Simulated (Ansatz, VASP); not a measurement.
# W (free-standing square W monolayer, spacing 3.069 A): VASP beside Ansatz

Aim: how closely do two programs agree when they are given the same cell, functional and k mesh? The cell is taken from a series of runs on this material, whose earlier steps may have relaxed, scaled, displaced or heated it; both programs get it as it stands.

Calculated with Ansatz 0.2.0; plane waves, with VASP 6.6.1 beside it; PBEsol.

## 1. The starting structure

The cell holds 1 atom: 1 W. Its edges and angles: a = 3.069 Å, b = 3.069 Å, c = 14.000 Å, α = 90.0°, β = 90.0°, γ = 90.0°. As first built, before any earlier steps moved the atoms or strained the cell (in the runner's words): model lattice. Vacuum lies along c.

## 2. Ansatz: single point, PBEsol, pair 1

Ansatz runs on its default PAW (the set named soft_2) files.

With cell and atoms fixed, the geometry can't cause a difference; cores, projectors, grids and the points listed under the comparison can.

Contents of input.yaml:

```yaml
crystal:
  lattice:
    - [3.069, 0.0, 0.0]
    - [0.0, 3.069, 0.0]
    - [0.0, 0.0, 14.0]
  atoms:
    - { symbol: W, position: [0.0, 0.0, 0.5], spin: 1.0 }
magnetization:
  spin_polarized: true
kpoints:
  mp_grid: { grid: [6, 6, 1] }
hamiltonian:
  xc: pbesol
scf:
  occupations: { method: fermi_dirac, width: 0.1 }
  max_iter: 120
  convergence: { dr2_threshold: 1.0e-08 }
```

The run is started by

```sh
ansatz run input.yaml --threads 1 --pin off --max-ram 2048MiB --backend cpu --events-out ev --progress --plain --runs-dir out
```

Numbers of over 12 decimals in the logs are rounded to 6 here.

Log:

```text
Engine: ansatz 0.2.0, x86_64-unknown-linux-gnu
Pseudopotentials: kind: paw
Pseudopotential: W, paw, valence charge 14, recommended cutoff 420 eV (normal), W.paw.azcp
Functional definition: PBEsol
  exchange = pbesol_x
  correlation = pbesol_c
Crystal: 1 atoms, lattice volume = 131.863 Å³
Basis set: ecut = 420 eV, 2583 PW (Γ)
Bands: 12, of which v1, the nominal top of the filled ones, is band 7 counted from 1 (6 counted from 0)
Symmetry: 16 space group operations
Space group: P4/mmm (ITA 123), of the structure as read, at distance tolerance 5.1e-5 Å
Magnetic group: BNS 123.339 (UNI 999), of the structure as read, at distance tolerance 5.1e-5 Å
k-points: 10 of 36
Non-local potential: W, projectors of the file, l = 0: 3, l = 1: 2, l = 2: 2, l = 3: 1
PAW form: soft (Blöchl's): semilocal exchange-correlation on the pseudo side does not see the compensation charge
PAW frozen core: W, regenerated for the run's functional, and the local potential with it (the file was generated under x = pbe(κ = 0.804, μ = 0.219515), c = pbe(β = 0.066725))
PAW one-centre angular grid: W, 590 points (default); XC on 64 Gauss nodes
Initial density: superposition of atomic densities (neutral atoms: chi_scale 0, normalization atom)
Starting moments: Σ|m| = 1 μB on 1 of 1 site
Initial wavefunctions: pseudopotential atomic-orbital guess
Functional: x = pbesol(κ = 0.804, μ = 0.123457), c = pbesol(β = 0.046)
SCF iter   1: F=—  HF=-10250.807809 eV  |F-HF|=—  |Δ(HF+E_count)|=         —  Δρ=1.21e-2 (↑1.21e-2 ↓1.14e-2)  dr2=6.25e-1  dr2_m=6.10e-2  M=0.555 μB ∫|m|=0.555 μB  β_m=0.30  ethr=3.10e-3  ⟨swp⟩=5.7  Hψ=1384  notcnv=0
Mixer restart at iter 1: flushing history
preconditioner: auto → LDOS  [metal: Δε(μ)=0.068 eV  Ē_g=4.352 eV  σ=0.100 eV  W_gap=0.16  n_scr=8 (ndim 8)  ℏωp=7.9 eV  f_vac=0.648  D(μ)=2.89/eV (n_scr^D=8)]
spin=Collinear: LDOS preconditioning applied to the charge; magnetization (m = ρ↑ − ρ↓) channel mixes plain (no charge-response kernel on spin).
SCF iter   2: F=—  HF=-10250.708876 eV  |F-HF|=—  |Δ(HF+E_count)|=   9.89e-2  Δρ=8.41e-3 (↑7.94e-3 ↓8.41e-3)  dr2=3.41e-1  dr2_m=2.53e-2  M=0.638 μB ∫|m|=0.638 μB  β_m=0.65  ethr=3.10e-3  ⟨swp⟩=1.7  Hψ=423  notcnv=0
SCF iter   3: F=—  HF=-10250.683772 eV  |F-HF|=—  |Δ(HF+E_count)|=   2.51e-2  Δρ=7.42e-3 (↑7.42e-3 ↓5.63e-3)  dr2=1.13e-2  dr2_m=4.83e-2  M=1.175 μB ∫|m|=1.175 μB  β_m=0.82  ethr=2.44e-3  ⟨swp⟩=2.3  Hψ=413  notcnv=0
SCF iter   4: F=—  HF=-10250.735919 eV  |F-HF|=—  |Δ(HF+E_count)|=   5.21e-2  Δρ=2.64e-3 (↑2.20e-3 ↓2.64e-3)  dr2=8.93e-3  dr2_m=4.22e-3  M=1.468 μB ∫|m|=1.468 μB  β_m=0.91  ethr=8.08e-5  ⟨swp⟩=2.6  Hψ=665  notcnv=0
SCF iter   5: F=—  HF=-10250.746104 eV  |F-HF|=—  |Δ(HF+E_count)|=   1.02e-2  Δρ=1.51e-3 (↑6.40e-4 ↓1.51e-3)  dr2=1.27e-3  dr2_m=1.17e-3  M=1.673 μB ∫|m|=1.673 μB  β_m=0.96  ethr=6.38e-5  ⟨swp⟩=2.5  Hψ=434  notcnv=0
SCF iter   6: F=—  HF=-10250.746612 eV  |F-HF|=—  |Δ(HF+E_count)|=   5.08e-4  Δρ=4.63e-4 (↑2.76e-4 ↓4.63e-4)  dr2=5.42e-4  dr2_m=4.32e-5  M=1.663 μB ∫|m|=1.664 μB  β_m=0.93  ethr=9.07e-6  ⟨swp⟩=2.0  Hψ=415  notcnv=0
SCF iter   7: F=—  HF=-10250.746705 eV  |F-HF|=—  |Δ(HF+E_count)|=   9.29e-5  Δρ=1.13e-4 (↑1.13e-4 ↓1.12e-4)  dr2=2.49e-5  dr2_m=1.25e-5  M=1.681 μB ∫|m|=1.681 μB  β_m=0.95  ethr=3.87e-6  ⟨swp⟩=2.7  Hψ=376  notcnv=0
SCF iter   8: F=—  HF=-10250.746722 eV  |F-HF|=—  |Δ(HF+E_count)|=   1.63e-5  Δρ=4.79e-5 (↑3.47e-5 ↓4.79e-5)  dr2=1.25e-6  dr2_m=1.57e-6  M=1.687 μB ∫|m|=1.687 μB  β_m=0.98  ethr=1.78e-7  ⟨swp⟩=2.1  Hψ=328  notcnv=0
SCF iter   9: F=—  HF=-10250.746724 eV  |F-HF|=—  |Δ(HF+E_count)|=   2.16e-6  Δρ=6.49e-6 (↑4.55e-6 ↓6.49e-6)  dr2=1.01e-7  dr2_m=1.70e-8  M=1.688 μB ∫|m|=1.688 μB  β_m=0.99  ethr=8.94e-9  ⟨swp⟩=2.5  Hψ=402  notcnv=0
SCF iter  10: F=—  HF=-10250.746724 eV  |F-HF|=—  |Δ(HF+E_count)|=   5.08e-8  Δρ=4.30e-6 (↑4.30e-6 ↓2.89e-6)  dr2=1.47e-8  dr2_m=1.26e-8  M=1.688 μB ∫|m|=1.688 μB  β_m=0.96  ethr=7.22e-10  ⟨swp⟩=2.1  Hψ=345  notcnv=0
SCF iter  11: F=—  HF=-10250.746724 eV  |F-HF|=—  |Δ(HF+E_count)|=   4.41e-9  Δρ=1.23e-6 (↑1.23e-6 ↓1.13e-6)  dr2=1.33e-10  dr2_m=1.62e-9  M=1.688 μB ∫|m|=1.688 μB  β_m=0.98  ethr=7.14e-11  ⟨swp⟩=1.0  Hψ=732  notcnv=0
SCF iter  12: F=-10250.746724 eV  HF=-10250.746724 eV  |F-HF|=1.60e-10  |Δ(HF+E_count)|=   5.39e-9  Δρ=2.49e-7 (↑2.49e-7 ↓2.06e-7)  dr2=1.05e-11  dr2_m=5.88e-11  M=1.688 μB ∫|m|=1.688 μB  ethr=1.00e-12  ⟨swp⟩=3.1  Hψ=519  notcnv=0
SCF 1 converged in 12 iterations: F = -10250.746724 eV  dr2 = 1.05e-11
  greatest PAW one-centre occupation: 1.000 electrons in one spin orbital (limit 2), on the W atom at site 0 (counted from 0), in its partial waves of l = 0
SCF converged after 12 iterations
Magnetization: 1.6879 μB (7.8440 up, 6.1560 down)
Absolute magnetization: 1.6882 μB (∫|ρ↑−ρ↓|, with the PAW one-centre terms)
Spin contamination: 0.0060 ħ² per cell (⟨S²⟩ above its minimum at these occupations)
Per-site moments (μB) at R_I (Å): [(1.194067, 1.2659625)]
Free energy (F): -10250.746724 eV
Harris-Foulkes:  -10250.746724 eV  (|F-HF|=1.60e-10)
Internal energy: -10250.669279 eV  (E = F + TS)
E sigma→0 (E₀):  -10250.708001 eV
Entropy (-TS):   -0.077445 eV (-77.445 meV/atom)
Fermi energy:    -1.565996 eV
--- Per-component energies (eV) ---
  E_band       = -407.672269
  E_kinetic    = 437.019406
  E_local      = -4313.013838  (includes V_loc(G=0)·N_el)
  E_nonlocal   = 6.737841
  E_hartree    = 1908.222909
  E_xc         = -256.814109
  E_vxc        = -227.698952  (∫ρ·V_xc dr)
  E_paw        = -8436.200042  (= ΣΔE_a)
  E_vpaw       = -127.162504  (= ΣTr[D̂ρ^β])
  E_aug_tail   = -0.000065  (compensation charges beyond the density's cutoff)
  E_ewald      = 403.156828
  E_core_change = 0.221792  (= ΣΔE_core)
  E_smearing   = -0.077445  (= −TS)
  E_closure    = 0.000000  (closes the sum)
  Σ components = -10250.746724   (vs F -10250.746724, Δ=0.00e0)
```

## 3. VASP: single point, PBEsol, pair 1

The same cell, functional, mesh and smearing now go to VASP, with its own data sets.

Lines of VASP's logs that name or quote its potential files are left out, and so is its time.

Contents of INCAR:

```
SYSTEM = W
PREC = Accurate
ENCUT = 520
EDIFF = 1E-06
NELM = 200
ISMEAR = -1
SIGMA = 0.1
LREAL = .FALSE.
ALGO = Normal
GGA = PS
NBANDS = 10
ISPIN = 2
MAGMOM = 1.19
LASPH = .TRUE.
LMAXMIX = 4
LORBIT = 11
LWAVE = .FALSE.
LCHARG = .FALSE.
ISIF = 2
GGA_COMPAT = .FALSE.
```

Contents of POSCAR:

```
W
1.0
    3.0690000000      0.0000000000      0.0000000000
    0.0000000000      3.0690000000      0.0000000000
    0.0000000000      0.0000000000     14.0000000000
W
1
Direct
    0.0000000000      0.0000000000      0.5000000000
```

Contents of KPOINTS:

```
Automatic mesh
0
Gamma
6 6 1
0 0 0
```

PAW data sets: W (PBE family, release 64).

The run is started by

```sh
mpirun -np 1 vasp_std
```

Log:

```text
[banner, memory and clock lines left out]
running    1 mpi-ranks, on    1 nodes
 distrk:  each k-point on    1 cores,    1 groups
 distr:  one band on    1 cores,    1 groups

 POSCAR found type information on POSCAR W
 POSCAR found :  1 types and       1 ions
|                                                                             |
|               ----> ADVICE to this user running VASP <----                  |
|                                                                             |
|     You enforced a specific xc type in the INCAR file but a different       |
|     [... a line on the potential file left out ...]
|     I HOPE YOU KNOW WHAT YOU ARE DOING!                                     |
|                                                                             |

 LDA part: xc-table for (Slater+PW92), standard interpolation
 POSCAR, INCAR and KPOINTS ok, starting setup
 FFT: planning ... GRIDC
 FFT: planning ... GRID_SOFT
 FFT: planning ... GRID
 WAVECAR not read
 entering main loop
       N       E                     dE             d eps       ncg     rms          rms(c)
DAV:   1     0.145204824573E+02    0.14520E+02   -0.16368E+03   400   0.364E+02
DAV:   2    -0.644159032995E+01   -0.20962E+02   -0.19663E+02   660   0.581E+01
DAV:   3    -0.850295591236E+01   -0.20614E+01   -0.18840E+01   546   0.205E+01
DAV:   4    -0.854383760451E+01   -0.40882E-01   -0.40704E-01   476   0.303E+00
DAV:   5    -0.854425241921E+01   -0.41481E-03   -0.41476E-03   474   0.317E-01    0.688E+00
DAV:   6    -0.790044559233E+01    0.64381E+00   -0.19441E+00   450   0.526E+00    0.228E+00
DAV:   7    -0.794368576371E+01   -0.43240E-01   -0.47337E-01   422   0.243E+00    0.826E-01
DAV:   8    -0.794462757570E+01   -0.94181E-03   -0.26834E-02   452   0.611E-01    0.657E-01
DAV:   9    -0.791369618029E+01    0.30931E-01   -0.27909E-02   424   0.579E-01    0.401E-01
DAV:  10    -0.788538621347E+01    0.28310E-01   -0.14790E-02   460   0.405E-01    0.243E-01
DAV:  11    -0.791205997726E+01   -0.26674E-01   -0.25198E-03   412   0.211E-01    0.195E-01
DAV:  12    -0.794676960904E+01   -0.34710E-01   -0.91244E-03   414   0.321E-01    0.162E-01
DAV:  13    -0.796211135952E+01   -0.15342E-01   -0.54219E-03   426   0.241E-01    0.921E-02
DAV:  14    -0.796687735899E+01   -0.47660E-02   -0.15516E-03   426   0.158E-01    0.449E-02
DAV:  15    -0.796813011268E+01   -0.12528E-02   -0.38941E-04   430   0.833E-02    0.174E-02
DAV:  16    -0.796864263484E+01   -0.51252E-03   -0.12638E-04   432   0.406E-02    0.117E-02
DAV:  17    -0.796869288773E+01   -0.50253E-04   -0.12377E-05   428   0.146E-02    0.662E-03
DAV:  18    -0.796883171112E+01   -0.13882E-03   -0.16173E-05   412   0.147E-02    0.328E-03
DAV:  19    -0.796891132691E+01   -0.79616E-04   -0.86561E-06   430   0.103E-02    0.175E-03
DAV:  20    -0.796894222742E+01   -0.30901E-04   -0.15796E-06   422   0.441E-03    0.930E-04
DAV:  21    -0.796896721807E+01   -0.24991E-04   -0.17016E-06   430   0.417E-03    0.816E-04
DAV:  22    -0.796897742865E+01   -0.10211E-04   -0.13564E-06   416   0.352E-03    0.348E-04
DAV:  23    -0.796897983338E+01   -0.24047E-05   -0.10737E-07   424   0.122E-03    0.297E-04
DAV:  24    -0.796898079256E+01   -0.95919E-06   -0.96414E-08   410   0.109E-03
   1 F= -.79689808E+01 E0= -.79298087E+01  d E =-.783441E-01  mag=     1.6846
```

Parts of OUTCAR (step 3):

```text
ion  position               nearest neighbor table
   1  0.000  0.000  0.500-

  LATTYP: Found a simple tetragonal cell.
 ALAT       =     3.0690000000
 C/A-ratio  =     4.5617464972

 Subroutine GETGRP returns: Found 16 space group operations
 (whereof 16 operations were pure point group operations)

The static configuration has the point symmetry D_4h.

 Found     10 irreducible k-points:

   k-points           NKPTS =     10   k-points in BZ     NKDIM =     10   number of bands    NBANDS=     10

   dimension x,y,z NGX =    24 NGY =   24 NGZ =  108
   dimension x,y,z NGXF=    48 NGYF=   48 NGZF=  216

   ENCUT  =  520.0 eV  38.22 Ry    6.18 a.u.   5.71  5.71 26.03*2*pi/ulx,y,z

   NELECT =       6.0000    total number of electrons

 k-points in reciprocal lattice and weights: Automatic mesh
   0.00000000  0.00000000  0.00000000       0.028
   0.16666667  0.00000000  0.00000000       0.111
   0.33333333  0.00000000  0.00000000       0.111
   0.50000000  0.00000000  0.00000000       0.056
   0.16666667  0.16666667  0.00000000       0.111
   0.33333333  0.16666667  0.00000000       0.222
   0.50000000  0.16666667  0.00000000       0.111
   0.33333333  0.33333333  0.00000000       0.111
   0.50000000  0.33333333  0.00000000       0.111
   0.50000000  0.50000000  0.00000000       0.028

 average (electrostatic) potential at core
       1 -49.0821

 E-fermi :  -3.3759

 spin component 1
 k-point     1 :       0.0000    0.0000    0.0000
  band No.  band energies     occupation
      1      -8.3191      1.00000
      2      -5.5889      1.00000
      3      -4.6427      1.00000
      4      -2.5028      0.00016
      5      -2.2362      0.00001
      6      -2.2362      0.00001
      7      -0.9952      0.00000
      8       1.2463      0.00000
    ...

 k-point     2 :       0.1667    0.0000    0.0000
  band No.  band energies     occupation
      1      -7.7275      1.00000
      2      -5.1952      1.00000
      3      -4.4392      0.99998
      4      -3.5914      0.89618
      5      -2.1723      0.00001
      6      -1.4970      0.00000
      7      -1.1825      0.00000
      8       1.6583      0.00000
      9       2.7290      0.00000
    ...

 k-point     3 :       0.3333    0.0000    0.0000
  band No.  band energies     occupation
      1      -6.5510      1.00000
      2      -4.5872      0.99999
      3      -4.2944      0.99990
      4      -3.5901      0.89497
      5      -2.3324      0.00003
      6      -2.0408      0.00000
      7       0.1428      0.00000
      8       2.8499      0.00000
      9       3.1920      0.00000
    ...

 k-point     4 :       0.5000    0.0000    0.0000
  band No.  band energies     occupation
      1      -6.0075      1.00000
      2      -4.9696      1.00000
      3      -3.9353      0.99629
      4      -2.6925      0.00108
      5      -2.3891      0.00005
      6      -1.9732      0.00000
      7       1.1064      0.00000
      8       1.3435      0.00000
    ...

 k-point     5 :       0.1667    0.1667    0.0000
  band No.  band energies     occupation
      1      -7.0880      1.00000
      2      -4.8078      1.00000
      3      -4.2738      0.99987
      4      -3.7274      0.97113
      5      -2.8264      0.00409
      6      -2.0748      0.00000
      7      -0.3346      0.00000
      8       2.0707      0.00000
      9       3.2457      0.00000
    ...

 k-point     6 :       0.3333    0.1667    0.0000
  band No.  band energies     occupation
      1      -5.8024      1.00000
      2      -4.4483      0.99998
      3      -4.0628      0.99896
      4      -3.7727      0.98146
      5      -2.8826      0.00715
      6      -2.4971      0.00015
      7       0.9887      0.00000
      8       3.2683      0.00000
      9       3.8427      0.00000
    ...

  Total       -8.0291276     -8.0291276     -0.0061312      0.0000000      0.0000000     -0.0000000
  in kB      -97.5567068    -97.5567068     -0.0744961      0.0000000      0.0000000     -0.0000000
  external PRESSURE =     -65.0626365 kB  Pullay stress =       0.0000000 kB

  energy-cutoff  :      520.00
  volume of cell :      131.86
      direct lattice vectors                 reciprocal lattice vectors
     3.069000000  0.000000000  0.000000000     0.325839036  0.000000000  0.000000000
     0.000000000  3.069000000  0.000000000     0.000000000  0.325839036  0.000000000
     0.000000000  0.000000000 14.000000000     0.000000000  0.000000000  0.071428571

 POSITION                                       TOTAL-FORCE (eV/Angst)
 -----------------------------------------------------------------------------------
      0.00000      0.00000      7.00000         0.000000      0.000000      0.000000
 -----------------------------------------------------------------------------------
    total drift:                               -0.000000      0.000000      0.000000

  FREE ENERGIE OF THE ION-ELECTRON SYSTEM (eV)
  ---------------------------------------------------
  free  energy   TOTEN  =        -7.9689807926 eV

  energy  without entropy=       -7.8906366921  energy(sigma->0) =       -7.92980874

 total charge
# of ion       s       p       d       tot
------------------------------------------
    1        0.585   0.186   3.627   4.398

 magnetization (x)
# of ion       s       p       d       tot
------------------------------------------
    1        0.080   0.026   1.220   1.325

[... 6 further parts left out ...]
```

## 4. Comparison

Known differences besides the potentials themselves: VASP starts from the moments at which Ansatz ended; the data sets hold 14 valence electrons in Ansatz (on its default PAW (the set named soft_2) files) and 6 in VASP; the cutoff is 420 eV in Ansatz and 520 eV in VASP; Ansatz makes its cores anew for this functional, VASP keeps those of its PBE data sets; site moments are counted in spheres of each program's own size. Total energies have different zeros and are not compared.

Compared:

| quantity | Ansatz | VASP | difference |
| --- | --- | --- | --- |
| total moment (μB) | 1.69 | 1.68 | 0.00 |
| moment on W1 (μB) | 1.19 | 1.32 | -0.13 |

Where the cell holds vacuum, a pressure given here is an average over it and none of the material.

## 5. Ansatz: single point, PBEsol, pair 2

With cell and atoms fixed, the geometry can't cause a difference; cores, projectors, grids and the points listed under the comparison can.

The cell is taken from a series of runs on this material, whose earlier steps may have relaxed, scaled, displaced or heated it; both programs get it as it stands.

input.yaml, the sections that differ from step 2:

```yaml
crystal:
  lattice:
    - [3.069, 0.0, 0.0]
    - [0.0, 3.069, 0.0]
    - [0.0, 0.0, 14.0]
  atoms:
    - { symbol: W, position: [0.0, 0.0, 0.5], spin: 0.227 }
magnetization:
  spin_polarized: true
  initial_magnetization: 0.227
  spin_locking: { lock_magnetization: hard }
basis:
  ecutwfc: 420.0
# kpoints, hamiltonian, scf: as in step 2
```

The run is started by

```sh
ansatz run input.yaml --threads 1 --pin off --max-ram 2048MiB --backend cpu --events-out ev --progress --plain --runs-dir out
```

Log:

```text
[...]
Crystal: 1 atoms, lattice volume = 131.863 Å³
Basis set: ecut = 420 eV, 2583 PW (Γ)
Bands: 12, of which v1, the nominal top of the filled ones, is band 7 counted from 1 (6 counted from 0)
Symmetry: 16 space group operations
[...]
k-points: 10 of 36
[...]
Starting moments: Σ|m| = 0.227 μB on 1 of 1 site
[...]
Magnetization: 0.2270 μB (7.1135 up, 6.8865 down)
Absolute magnetization: 0.3049 μB (∫|ρ↑−ρ↓|, with the PAW one-centre terms)
[...]
Per-site moments (μB) at R_I (Å): [(0.172787, 1.2659625)]
Free energy (F): -10250.615518 eV
[...]
Internal energy: -10250.495368 eV  (E = F + TS)
E sigma→0 (E₀):  -10250.555443 eV
Entropy (-TS):   -0.120150 eV (-120.150 meV/atom)
Fermi energy:    -1.586587 (↑ -1.648083, ↓ -1.525092) eV
[...]
[key lines of the parts left out:]
SCF converged after 11 iterations
```

## 6. VASP: single point, PBEsol, pair 2

The same cell, functional, mesh and smearing now go to VASP, with its own data sets.

INCAR: that of step 3 with these lines changed.

```diff
@@ -12,3 +12,3 @@
 ISPIN = 2
-MAGMOM = 1.19
+MAGMOM = 0.17
 LASPH = .TRUE.
@@ -19,2 +19,3 @@
 ISIF = 2
+NUPDOWN = 0.227
 GGA_COMPAT = .FALSE.
```

POSCAR is that of step 3.

KPOINTS is that of step 3.

The run is started by

```sh
mpirun -np 1 vasp_std
```

Log:

```text
[banner, memory and clock lines left out]
running    1 mpi-ranks, on    1 nodes
[...]
[... a notice as in an earlier step ...]

 LDA part: xc-table for (Slater+PW92), standard interpolation
 POSCAR, INCAR and KPOINTS ok, starting setup
[...]
entering main loop
       N       E                     dE             d eps       ncg     rms          rms(c)
DAV:   1     0.143898837379E+02    0.14390E+02   -0.16164E+03   400   0.361E+02
DAV:   2    -0.665199682128E+01   -0.21042E+02   -0.19786E+02   674   0.581E+01
DAV:   3    -0.857224736091E+01   -0.19203E+01   -0.18400E+01   532   0.200E+01
DAV:   4    -0.861150045732E+01   -0.39253E-01   -0.39055E-01   484   0.295E+00
[...]
DAV:  19    -0.784075330519E+01   -0.54178E-05   -0.36851E-07   420   0.189E-03    0.615E-04
DAV:  20    -0.784075750191E+01   -0.41967E-05   -0.33991E-07   432   0.172E-03    0.230E-04
DAV:  21    -0.784075817090E+01   -0.66899E-06   -0.23599E-08   402   0.556E-04
   1 F= -.78407582E+01 E0= -.77805620E+01  d E =-.120392E+00  mag=     0.2270
```

[end of part 1 of 2]

[Lines on the potential files, build, host, timing and source positions are cut from VASP's logs without a mark.]

[Logs are printed without paths, hosts, clocks, repeated set-up lines and the standing remarks that a program may print on its own settings, such as how far it seeks lower states.]

[Hosts, paths, dates, database ids (printed as entryN), source tags and the programs' standing remarks are cut or masked in the printed files.]
